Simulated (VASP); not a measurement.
An input for Quantum ESPRESSO's pw.x (written as the equivalent of a VASP run, and not itself run):

```
&CONTROL
  calculation = 'scf'
  pseudo_dir = './pseudo'
  outdir = './out'
  tprnfor = .true.
  tstress = .true.
/
&SYSTEM
  ibrav = 0
  nat = 2
  ntyp = 2
  ecutwfc = 72
  occupations = 'smearing'
  smearing = 'gaussian'
  degauss = 0.003675
  input_dft = 'pbe'
/
&ELECTRONS
  conv_thr = 7.3e-08
  electron_maxstep = 100
/
ATOMIC_SPECIES
  S 32.060 S.upf
  Re 186.207 Re.upf
CELL_PARAMETERS angstrom
     0.0000000    2.4911560    2.4911560
     2.4911560    0.0000000    2.4911560
     2.4911560    2.4911560    0.0000000
ATOMIC_POSITIONS crystal
  S    0.0000000  0.0000000  0.0000000
  Re   0.5000000  0.5000000  0.5000000
K_POINTS automatic
  8 8 8 0 0 0
```

**Question.** Write the VASP files for the same calculation (PBE).

**Answer.** This is not unique; one that fits is 
### INCAR
```
SYSTEM = ReS
PREC = Accurate; ENCUT = 400; LREAL = .FALSE.
LASPH = .TRUE.
EDIFF = 1E-6; NELM = 100; ALGO = Normal
IMIX = 4; AMIX = 0.1; BMIX = 1.0
LMAXMIX = 6
ISMEAR = 0; SIGMA = 0.05
GGA = PE
ISIF = 2
LWAVE = .FALSE.; LCHARG = .FALSE.
```

**POSCAR**
```
ReS
1
    0.0000000000     2.4911560000     2.4911560000
    2.4911560000     0.0000000000     2.4911560000
    2.4911560000     2.4911560000     0.0000000000
S Re
1 1
Direct
  0.0000000000   0.0000000000   0.0000000000
  0.5000000000   0.5000000000   0.5000000000
```

File KPOINTS:
```
Automatic
0
Gamma
  8 8 8
0 0 0
```

POTCAR, in this order: S Re (PBE.64 set). Program: vasp_std.

Limits of the translation: the potentials are each code's own (VASP's PAW set, PseudoDojo norm-conserving files in pw.x), so ENCUT and ecutwfc are chosen apart and not converted; conv_thr bounds pw.x's estimated SCF error, while EDIFF bounds the energy change between steps.

The structure was generated: ReS was put into the rocksalt type (Fm-3m), which need not be its known phase. The cell was not relaxed at this level. The run is one of a series of settings (AMIX = 0.1, BMIX = 1.0, IMIX = 4 against the base run), some of them coarse on purpose.
